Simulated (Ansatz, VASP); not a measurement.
GaF: VASP beside Ansatz

INCAR

```
PREC = Accurate ; ENCUT = 600
EDIFF = 1E-7 ; ISMEAR = -1
SIGMA = 0.05 ; LREAL = F
LASPH = T ; NELM = 80
ALGO = Normal ; ISIF = 2
LWAVE = F ; LCHARG = F
GGA = PE ; NBANDS = 17
```

KPOINTS

```
regular mesh
0
Gamma
  9 9 9
```

POSCAR

```
GaF
1.0
    0.0000000000      2.5769602800      2.5769602800
    2.5769602800      0.0000000000      2.5769602800
    2.5769602800      2.5769602800      0.0000000000
Ga F
1 1
Direct
    0.2500000000      0.2500000000      0.2500000000
    0.0000000000      0.0000000000      0.0000000000
```

The input KPOINTS_OPT:

```
path GXWKGLUWLK,UX
20
line-mode
reciprocal
 0.0000000000  0.0000000000  0.0000000000  G
 0.5000000000  0.0000000000  0.5000000000  X

 0.5000000000  0.0000000000  0.5000000000  X
 0.5000000000  0.2500000000  0.7500000000  W

 0.5000000000  0.2500000000  0.7500000000  W
 0.3750000000  0.3750000000  0.7500000000  K

 0.3750000000  0.3750000000  0.7500000000  K
 0.0000000000  0.0000000000  0.0000000000  G

 0.0000000000  0.0000000000  0.0000000000  G
 0.5000000000  0.5000000000  0.5000000000  L

 0.5000000000  0.5000000000  0.5000000000  L
 0.6250000000  0.2500000000  0.6250000000  U

 0.6250000000  0.2500000000  0.6250000000  U
 0.5000000000  0.2500000000  0.7500000000  W

 0.5000000000  0.2500000000  0.7500000000  W
 0.5000000000  0.5000000000  0.5000000000  L

 0.5000000000  0.5000000000  0.5000000000  L
 0.3750000000  0.3750000000  0.7500000000  K

 0.6250000000  0.2500000000  0.6250000000  U
 0.5000000000  0.0000000000  0.5000000000  X
```

File input.yaml:

```yaml
crystal:
  lattice:
    - [0.0, 2.57696028, 2.57696028]
    - [2.57696028, 0.0, 2.57696028]
    - [2.57696028, 2.57696028, 0.0]
  atoms:
    - { symbol: Ga, position: [0.25, 0.25, 0.25] }
    - { symbol: F, position: [0.0, 0.0, 0.0] }
hamiltonian:
  xc: pbe
  pseudopotentials: { kind: paw }
kpoints:
  mp_grid: { grid: [9, 9, 9] }
  band_path:
    path:
      - [[0.0, 0.0, 0.0], [0.5, 0.0, 0.5], [0.5, 0.25, 0.75], [0.375, 0.375, 0.75], [0.0, 0.0, 0.0], [0.5, 0.5, 0.5], [0.625, 0.25, 0.625], [0.5, 0.25, 0.75], [0.5, 0.5, 0.5], [0.375, 0.375, 0.75]]
      - [[0.625, 0.25, 0.625], [0.5, 0.0, 0.5]]
    npoints: 14
scf:
  occupations: { method: fermi_dirac, width: 0.05 }
  n_extra_bands: 6
output:
  forces: true
  stress: true
  eigenvalues: true
  fatbands: false
```

The cell was built by a generator and needn't be a form met in nature.

Alike in both runs: task band structure; functional PBE; k mesh 9 × 9 × 9; occupations fermi-dirac, width 0.05 eV; no spin polarisation.

|  | VASP | Ansatz |
| --- | --- | --- |
| version | VASP 6.6.1 | Ansatz 0.2.0 |
| potentials or method | VASP PAW PBE potentials, release 64 (Ga_d_GW, F_GW) | Ansatz PAW |
| plane-wave cutoff (eV) | 600 | 420 |
| valence electrons in the cell | 20 | 20 |

```tsv
	VASP	Ansatz	Ansatz less VASP
gap on the k mesh at the Fermi level (eV)	1.00	1.01	+0.006
least direct gap on the mesh (eV)	1.00	1.01	+0.006
gap along the band path (eV)	0.78	0.79	+0.006
```

Caveats: the mesh misses the band edges, which the band path finds closer together (VASP); the k mesh misses the band edges, so the gap on the mesh is wider than the one along the path (Ansatz).
